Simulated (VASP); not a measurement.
Calculation: PBE GGA, VASP's PBE PAW potentials (set 64) (plane waves; VASP 6.6.1).

The input files of a VASP run:

### INCAR
```
SYSTEM=Mo16Si
PREC=Normal; ENCUT=400; LREAL=.False.
LASPH=.True.
EDIFF=1E-5; NELM=100; NELMIN=4
ALGO=Normal; LMAXMIX=4
ISMEAR=1; SIGMA=0.1
GGA=PE
IBRION=2; NSW=50; ISIF=2
EDIFFG=-0.03
LWAVE=.True.; LCHARG=.False.
DIPOL=0.5 0.5 0.5
LDIPOL=.True.; IDIPOL=3
```

### KPOINTS
```
Automatic mesh
0
Gamma
5 6 1
0 0 0
```

**POSCAR**
```
Mo16Si
1
    6.3028336435     0.0000000000     0.0000000000
    3.1514168217     4.4567766887     0.0000000000
    0.0000000000     0.0000000000    20.6914615183
Mo Si
16 1
Direct
 -0.2500000000   0.5000000000   0.3384560000
  0.2500000000   0.5000000000   0.3384560000
 -0.2500000000   1.0000000000   0.3384560000
  0.2500000000   1.0000000000   0.3384560000
  0.0000000000   0.0000000000   0.4461520000
  0.5000000000   0.0000000000   0.4461520000
  0.0000000000   0.5000000000   0.4461520000
  0.5000000000   0.5000000000   0.4461520000
 -0.2500000000   0.5000000000   0.5538480000
  0.2500000000   0.5000000000   0.5538480000
 -0.2500000000   1.0000000000   0.5538480000
  0.2500000000   1.0000000000   0.5538480000
  0.0000000000   0.0000000000   0.6615440000
  0.5000000000   0.0000000000   0.6615440000
  0.0000000000   0.5000000000   0.6615440000
  0.5000000000   0.5000000000   0.6615440000
  0.1875000000   0.1250000000   0.7384220000
```

POTCAR, in this order: Mo Si (PBE.64 set). Program: vasp_std.

Output

**OSZICAR**
```
...
  10 F= -.17158729E+03 E0= -.17158747E+03  d E =-.982558E-02
       N       E                     dE             d eps       ncg     rms          rms(c)
DAV:   1    -0.171589908644E+03   -0.26123E-02   -0.15640E+00  1920   0.437E+00    0.232E-01
DAV:   2    -0.171592042869E+03   -0.21342E-02   -0.27389E-02  3040   0.580E-01    0.223E-01
DAV:   3    -0.171593468337E+03   -0.14255E-02   -0.25108E-02  3320   0.574E-01    0.260E-01
DAV:   4    -0.171591112005E+03    0.23563E-02   -0.13868E-02  3400   0.434E-01    0.130E-01
DAV:   5    -0.171590963059E+03    0.14895E-03   -0.47469E-03  2968   0.216E-01    0.876E-02
DAV:   6    -0.171590843091E+03    0.11997E-03   -0.12405E-03  2968   0.115E-01    0.432E-02
DAV:   7    -0.171590810228E+03    0.32863E-04   -0.34150E-04  3088   0.574E-02    0.235E-02
DAV:   8    -0.171590802066E+03    0.81614E-05   -0.70800E-05  2360   0.271E-02
  11 F= -.17159080E+03 E0= -.17159088E+03  d E =-.133391E-01
       N       E                     dE             d eps       ncg     rms          rms(c)
DAV:   1    -0.171595210693E+03   -0.44005E-02   -0.16053E+00  1920   0.435E+00    0.229E-01
DAV:   2    -0.171596631378E+03   -0.14207E-02   -0.21768E-02  2960   0.430E-01    0.163E-01
DAV:   3    -0.171598935877E+03   -0.23045E-02   -0.16227E-02  3520   0.425E-01    0.238E-01
DAV:   4    -0.171596957627E+03    0.19783E-02   -0.19796E-02  3552   0.516E-01    0.135E-01
DAV:   5    -0.171596372868E+03    0.58476E-03   -0.59616E-03  3288   0.266E-01    0.598E-02
DAV:   6    -0.171596300631E+03    0.72237E-04   -0.11206E-03  2992   0.112E-01    0.360E-02
DAV:   7    -0.171596287195E+03    0.13436E-04   -0.16784E-04  2952   0.438E-02    0.159E-02
DAV:   8    -0.171596284236E+03    0.29597E-05   -0.33747E-05  1656   0.218E-02
  12 F= -.17159628E+03 E0= -.17159613E+03  d E =-.548217E-02
       N       E                     dE             d eps       ncg     rms          rms(c)
DAV:   1    -0.171597004489E+03   -0.71729E-03   -0.99906E-01  1920   0.343E+00    0.181E-01
DAV:   2    -0.171597949619E+03   -0.94513E-03   -0.14028E-02  2944   0.346E-01    0.133E-01
DAV:   3    -0.171600134268E+03   -0.21846E-02   -0.15091E-02  3528   0.421E-01    0.223E-01
DAV:   4    -0.171597882130E+03    0.22521E-02   -0.13434E-02  3536   0.427E-01    0.936E-02
DAV:   5    -0.171597734907E+03    0.14722E-03   -0.31436E-03  3096   0.180E-01    0.512E-02
DAV:   6    -0.171597673252E+03    0.61656E-04   -0.70488E-04  3000   0.885E-02    0.279E-02
DAV:   7    -0.171597665209E+03    0.80431E-05   -0.10173E-04  2648   0.337E-02    0.132E-02
DAV:   8    -0.171597663005E+03    0.22037E-05   -0.21651E-05  1480   0.189E-02
  13 F= -.17159766E+03 E0= -.17159735E+03  d E =-.686094E-02
       N       E                     dE             d eps       ncg     rms          rms(c)
DAV:   1    -0.171599416404E+03   -0.17512E-02   -0.49101E-01  1920   0.245E+00    0.110E-01
DAV:   2    -0.171600954229E+03   -0.15378E-02   -0.10506E-02  3120   0.368E-01    0.168E-01
DAV:   3    -0.171599710566E+03    0.12437E-02   -0.81304E-03  3152   0.341E-01    0.825E-02
DAV:   4    -0.171599617993E+03    0.92573E-04   -0.11264E-03  3040   0.113E-01    0.521E-02
DAV:   5    -0.171599569506E+03    0.48487E-04   -0.74258E-04  3040   0.815E-02    0.293E-02
DAV:   6    -0.171599557919E+03    0.11588E-04   -0.16634E-04  2944   0.413E-02    0.148E-02
DAV:   7    -0.171599554052E+03    0.38673E-05   -0.19863E-05  1504   0.189E-02
  14 F= -.17159955E+03 E0= -.17159925E+03  d E =-.189105E-02
       N       E                     dE             d eps       ncg     rms          rms(c)
DAV:   1    -0.171600217784E+03   -0.65987E-03   -0.80689E-01  1920   0.314E+00    0.141E-01
DAV:   2    -0.171602335093E+03   -0.21173E-02   -0.15392E-02  3096   0.447E-01    0.198E-01
DAV:   3    -0.171600736646E+03    0.15984E-02   -0.11944E-02  3144   0.413E-01    0.109E-01
DAV:   4    -0.171600538915E+03    0.19773E-03   -0.18774E-03  3112   0.149E-01    0.655E-02
DAV:   5    -0.171600467946E+03    0.70969E-04   -0.12413E-03  3024   0.107E-01    0.404E-02
DAV:   6    -0.171600445791E+03    0.22155E-04   -0.31583E-04  3136   0.564E-02    0.204E-02
DAV:   7    -0.171600438507E+03    0.72846E-05   -0.44193E-05  2080   0.249E-02
  15 F= -.17160044E+03 E0= -.17160016E+03  d E =-.277550E-02
       N       E                     dE             d eps       ncg     rms          rms(c)
DAV:   1    -0.171601672942E+03   -0.12272E-02   -0.46055E-01  1920   0.236E+00    0.948E-02
DAV:   2    -0.171601976737E+03   -0.30379E-03   -0.45774E-03  2856   0.217E-01    0.787E-02
DAV:   3    -0.171602389163E+03   -0.41243E-03   -0.36876E-03  3472   0.213E-01    0.110E-01
DAV:   4    -0.171601855468E+03    0.53369E-03   -0.25525E-03  3480   0.192E-01    0.452E-02
DAV:   5    -0.171601841009E+03    0.14459E-04   -0.79157E-04  3016   0.820E-02    0.380E-02
DAV:   6    -0.171601813906E+03    0.27103E-04   -0.22614E-04  2976   0.464E-02    0.116E-02
DAV:   7    -0.171601811363E+03    0.25427E-05   -0.37942E-05  1840   0.235E-02
  16 F= -.17160181E+03 E0= -.17160157E+03  d E =-.137286E-02
       N       E                     dE             d eps       ncg     rms          rms(c)
DAV:   1    -0.171602127484E+03   -0.31358E-03   -0.42772E-01  1920   0.227E+00    0.918E-02
DAV:   2    -0.171602450843E+03   -0.32336E-03   -0.44960E-03  2848   0.218E-01    0.808E-02
DAV:   3    -0.171602724131E+03   -0.27329E-03   -0.35755E-03  3408   0.214E-01    0.102E-01
DAV:   4    -0.171602290551E+03    0.43358E-03   -0.18556E-03  3416   0.166E-01    0.430E-02
DAV:   5    -0.171602279175E+03    0.11376E-04   -0.66401E-04  2984   0.747E-02    0.364E-02
DAV:   6    -0.171602254886E+03    0.24289E-04   -0.19521E-04  2896   0.416E-02    0.109E-02
DAV:   7    -0.171602252716E+03    0.21698E-05   -0.28367E-05  1672   0.209E-02
  17 F= -.17160225E+03 E0= -.17160206E+03  d E =-.181421E-02
       N       E                     dE             d eps       ncg     rms          rms(c)
DAV:   1    -0.171602691209E+03   -0.43632E-03   -0.27652E-01  1920   0.183E+00    0.806E-02
DAV:   2    -0.171602930774E+03   -0.23956E-03   -0.34453E-03  2952   0.178E-01    0.640E-02
DAV:   3    -0.171603293787E+03   -0.36301E-03   -0.28382E-03  3488   0.189E-01    0.958E-02
DAV:   4    -0.171602879102E+03    0.41468E-03   -0.23657E-03  3440   0.178E-01    0.390E-02
DAV:   5    -0.171602861469E+03    0.17633E-04   -0.55515E-04  3016   0.731E-02    0.250E-02
DAV:   6    -0.171602848988E+03    0.12481E-04   -0.13975E-04  2776   0.409E-02    0.131E-02
DAV:   7    -0.171602846496E+03    0.24922E-05   -0.15826E-05  1464   0.174E-02
  18 F= -.17160285E+03 E0= -.17160269E+03  d E =-.593780E-03
       N       E                     dE             d eps       ncg     rms          rms(c)
DAV:   1    -0.171602875336E+03   -0.26348E-04   -0.34079E-02  1920   0.643E-01    0.287E-02
DAV:   2    -0.171602902876E+03   -0.27540E-04   -0.41844E-04  2952   0.618E-02    0.206E-02
DAV:   3    -0.171602938010E+03   -0.35133E-04   -0.22236E-04  2580   0.530E-02    0.283E-02
DAV:   4    -0.171602901490E+03    0.36519E-04   -0.25891E-04  2408   0.618E-02    0.132E-02
DAV:   5    -0.171602897148E+03    0.43424E-05   -0.41141E-05  1776   0.240E-02
  19 F= -.17160290E+03 E0= -.17160275E+03  d E =-.644432E-03
       N       E                     dE             d eps       ncg     rms          rms(c)
DAV:   1    -0.171603048051E+03   -0.14656E-03   -0.60286E-02  1920   0.859E-01    0.393E-02
DAV:   2    -0.171603163563E+03   -0.11551E-03   -0.10717E-03  3016   0.102E-01    0.407E-02
DAV:   3    -0.171603138030E+03    0.25534E-04   -0.71817E-04  3192   0.989E-02    0.350E-02
DAV:   4    -0.171603102075E+03    0.35954E-04   -0.16115E-04  2616   0.510E-02    0.179E-02
DAV:   5    -0.171603100276E+03    0.17994E-05   -0.67543E-05  2296   0.272E-02
  20 F= -.17160310E+03 E0= -.17160296E+03  d E =-.203128E-03
```

**OUTCAR**
```
------------------------ aborting loop because EDIFF is reached ----------------------------------------
  FORCE on cell =-STRESS in cart. coord.  units (eV):
  Direction    XX          YY          ZZ          XY          YZ          ZX
  --------------------------------------------------------------------------------------
  Total       -9.2692093     -9.0993573     -0.3715842      0.0000000     -0.0955487      0.0000000
  in kB      -25.5508520    -25.0826500     -1.0242829      0.0000000     -0.2633827      0.0000000
  external PRESSURE =     -17.2192616 kB  Pullay stress =       0.0000000 kB
  volume of cell :      581.23
      direct lattice vectors                 reciprocal lattice vectors
     6.302833643  0.000000000  0.000000000     0.158658796 -0.112188704  0.000000000
     3.151416822  4.456776689  0.000000000     0.000000000  0.224377408  0.000000000
     0.000000000  0.000000000 20.691461518     0.000000000  0.000000000  0.048329114
 POSITION                                       TOTAL-FORCE (eV/Angst)
 -----------------------------------------------------------------------------------
      6.30293      2.25942      7.08014        -0.000010      0.002206      0.006600
      3.15132      2.25942      7.08014         0.000010      0.002206      0.006600
      4.72713      0.03163      7.08377         0.000000     -0.001163      0.010053
      1.57571      0.03127      7.07859        -0.000000      0.000089      0.005381
      6.30180      0.03149      9.20236        -0.003696      0.001177      0.001935
      3.15245      0.03149      9.20236         0.003696      0.001177      0.001935
      7.87854      2.25496      9.20128        -0.000000      0.004327     -0.001640
      4.72713      2.26461      9.20114        -0.000000      0.003305     -0.000129
      6.30243      2.26101     11.46393         0.003858      0.000981     -0.001460
      3.15182      2.26101     11.46393        -0.003858      0.000981     -0.001460
      4.72713      0.03236     11.42453        -0.000000      0.002938      0.000697
      1.57571      0.03279     11.44504         0.000000     -0.000918     -0.000270
      6.23382      0.03341     13.59129        -0.001087     -0.002684     -0.010674
      3.22043      0.03341     13.59129         0.001087     -0.002684     -0.010674
      1.57571      2.22153     13.65560        -0.000000      0.004658      0.003405
      4.72713      2.30374     13.65631         0.000000     -0.006457      0.002976
      1.57571      0.04065     15.38902         0.000000     -0.010140     -0.013273
 -----------------------------------------------------------------------------------
    total drift:                                0.000037      0.000004     -0.000158
  FREE ENERGIE OF THE ION-ELECTRON SYSTEM (eV)
  ---------------------------------------------------
  free  energy   TOTEN  =      -171.6031002760 eV

  energy  without entropy=     -171.6026785588  energy(sigma->0) =     -171.60295970

 reached required accuracy - stopping structural energy minimisation
```
(Selected blocks of OUTCAR.)

File CONTCAR:
```
Mo16Si
   1.00000000000000
     6.3028336434999996    0.0000000000000000    0.0000000000000000
     3.1514168216999998    4.4567766886999998    0.0000000000000000
     0.0000000000000000    0.0000000000000000   20.6914615182999988
  Mo              Si
    16     1
Direct
     0.7465334139975430    0.5069630716085861    0.3421768847807934
     0.2465035143938710    0.5069630716085861    0.3421768847807934
     0.7464513440139205    0.0070973119721585    0.3423521860113958
     0.2464913860819900    0.0070172278360200    0.3421021006656540
     0.9963035281461101    0.0070660774597197    0.4447418444077699
     0.4966303943941703    0.0070660774597197    0.4447418444077699
     0.9970191523106455    0.5059616953787087    0.4446898258401955
     0.4959360802641421    0.5081278394717158    0.4446827868641342
     0.7462766011889461    0.5073200125825440    0.5540416726967239
     0.2464033862285101    0.5073200125825440    0.5540416726967239
     0.7463699067420823    0.0072601865158356    0.5521374886895387
     0.2463218292395913    0.0073563415208177    0.5531286150156648
     0.9853025593995833    0.0074955218970872    0.6568550011576892
     0.5072019187033295    0.0074955218970872    0.6568550011576892
     0.0007689862023277    0.4984620275953443    0.6599630936178913
     0.4915462191198012    0.5169075617603975    0.6599973441274662
     0.2454397795734359    0.0091204408531282    0.7437377530821074
```

The cell is a thin slab with vacuum, built from Mo (bcc): (110) face, Si adsorbed.
